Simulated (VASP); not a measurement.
Level of theory: r2SCAN meta-GGA, VASP's PBE PAW potentials (set 64) (plane waves; VASP 6.6.1).

The input files of a VASP run:

**KPOINTS_OPT**
```
k-points along high-symmetry lines
6
Line-mode
Reciprocal
  0.000000   0.000000   0.000000 ! GAMMA
  0.000000   0.500000   0.000000 ! M

  0.000000   0.500000   0.000000 ! M
 -0.333333   0.666667   0.000000 ! K

 -0.333333   0.666667   0.000000 ! K
  0.000000   0.000000   0.000000 ! GAMMA

  0.000000   0.000000   0.000000 ! GAMMA
  0.000000   0.000000   0.500000 ! A

  0.000000   0.000000   0.500000 ! A
  0.000000   0.500000   0.500000 ! L

  0.000000   0.500000   0.500000 ! L
 -0.333333   0.666667   0.500000 ! H

 -0.333333   0.666667   0.500000 ! H
  0.000000   0.000000   0.500000 ! A

  0.000000   0.500000   0.500000 ! L
  0.000000   0.500000   0.000000 ! M

 -0.333333   0.666667   0.500000 ! H
 -0.333333   0.666667   0.000000 ! K
```

INCAR:
```
# general
SYSTEM =Be
PREC   =Accurate
ENCUT  =520
LREAL  =.FALSE.
LASPH  =.TRUE.

# electronic loop
EDIFF  =1E-7
NELM   =100
ALGO   =Normal
LMIXTAU=.TRUE.

# smearing
ISMEAR =-5

# functional
METAGGA=R2SCAN

# ions
ISIF   =2

# output
LWAVE  =.FALSE.
LCHARG =.FALSE.
LORBIT =11
NEDOS  =601
```

### KPOINTS
```
Automatic mesh
0
Gamma
21 21 12
0 0 0
```

File POSCAR:
```
Be
2.2660260
  0.4999999767  -0.8660252888   0.0000000000
  0.4999999767   0.8660252888   0.0000000000
  0.0000000000   0.0000000000   1.5717342889
Be
2
direct
  0.3333330000   0.6666670000   0.2500000000
  0.6666670000   0.3333330000   0.7500000000
```

POTCAR, in this order: Be (PBE.64 set). Program: vasp_std.

Output

OSZICAR:
```
       N       E                     dE             d eps       ncg     rms          rms(c)
DAV:   1    -0.347233303104E+01   -0.34723E+01   -0.18599E+03  4074   0.570E+02
DAV:   2    -0.891967932286E+01   -0.54473E+01   -0.53852E+01  6222   0.671E+01
DAV:   3    -0.896106526484E+01   -0.41386E-01   -0.40766E-01  5268   0.514E+00
DAV:   4    -0.896112510860E+01   -0.59844E-04   -0.55376E-04  5898   0.157E-01
DAV:   5    -0.896112515128E+01   -0.42685E-07   -0.36669E-07  5148   0.225E-03    0.130E+00
DAV:   6    -0.867947851374E+01    0.28165E+00   -0.96109E-02  4314   0.298E+00    0.762E-01
DAV:   7    -0.865871195341E+01    0.20767E-01   -0.15111E-02  4338   0.127E+00    0.132E-01
DAV:   8    -0.868021048425E+01   -0.21499E-01   -0.85868E-03  4656   0.909E-01    0.118E-02
DAV:   9    -0.867888314947E+01    0.13273E-02   -0.21050E-04  5232   0.158E-01    0.114E-02
DAV:  10    -0.867862986440E+01    0.25329E-03   -0.20852E-05  4800   0.483E-02    0.667E-03
DAV:  11    -0.867860199067E+01    0.27874E-04   -0.94638E-06  5106   0.236E-02    0.183E-03
DAV:  12    -0.867860446831E+01   -0.24776E-05   -0.29327E-06  4524   0.205E-02    0.189E-04
DAV:  13    -0.867860574714E+01   -0.12788E-05   -0.97842E-09  4356   0.107E-03    0.802E-05
DAV:  14    -0.867860488558E+01    0.86156E-06   -0.88508E-09  2592   0.703E-04    0.342E-05
DAV:  15    -0.867860536106E+01   -0.47548E-06   -0.15629E-09  2358   0.364E-04    0.582E-06
DAV:  16    -0.867860534402E+01    0.17035E-07   -0.32256E-11  2244   0.720E-05
   1 F= -.86786053E+01 E0= -.86786053E+01  d E =0.000000E+00
       N       E                     dE             ncg
```

OUTCAR:
```
------------------------ aborting loop because EDIFF is reached ----------------------------------------
  FORCE on cell =-STRESS in cart. coord.  units (eV):
  Direction    XX          YY          ZZ          XY          YZ          ZX
  --------------------------------------------------------------------------------------
  Total       -0.0721795     -0.0721795      0.1508881      0.0000000     -0.0000000      0.0000000
  in kB       -7.3016327     -7.3016315     15.2637485      0.0000000     -0.0000000      0.0000000
  external PRESSURE =       0.2201614 kB  Pullay stress =       0.0000000 kB
  volume of cell :       15.84
      direct lattice vectors                 reciprocal lattice vectors
     1.133012947 -1.962435821  0.000000000     0.441301224 -0.254785402  0.000000000
     1.133012947  1.962435821  0.000000000     0.441301224  0.254785402  0.000000000
     0.000000000  0.000000000  3.561590764     0.000000000  0.000000000  0.280773415
 POSITION                                       TOTAL-FORCE (eV/Angst)
 -----------------------------------------------------------------------------------
      1.13301      0.65415      0.89040        -0.000000      0.000000      0.000000
      1.13301     -0.65415      2.67119         0.000000     -0.000000      0.000000
 -----------------------------------------------------------------------------------
    total drift:                                0.000000     -0.000003      0.000004
  FREE ENERGIE OF THE ION-ELECTRON SYSTEM (eV)
  ---------------------------------------------------
  free  energy   TOTEN  =        -8.6786053440 eV

  energy  without entropy=       -8.6786053440  energy(sigma->0) =       -8.67860534

 total charge

# of ion       s       p       d       tot
------------------------------------------
    1        0.407   0.763   0.000   1.170
    2        0.407   0.763   0.000   1.170
--------------------------------------------------
tot          0.815   1.526   0.000   2.341
```
(Selected blocks of OUTCAR.)

For a metal the tetrahedron method with Blöchl corrections gives inexact stress and forces.

The compound is Be in the hcp structure. It was relaxed first.
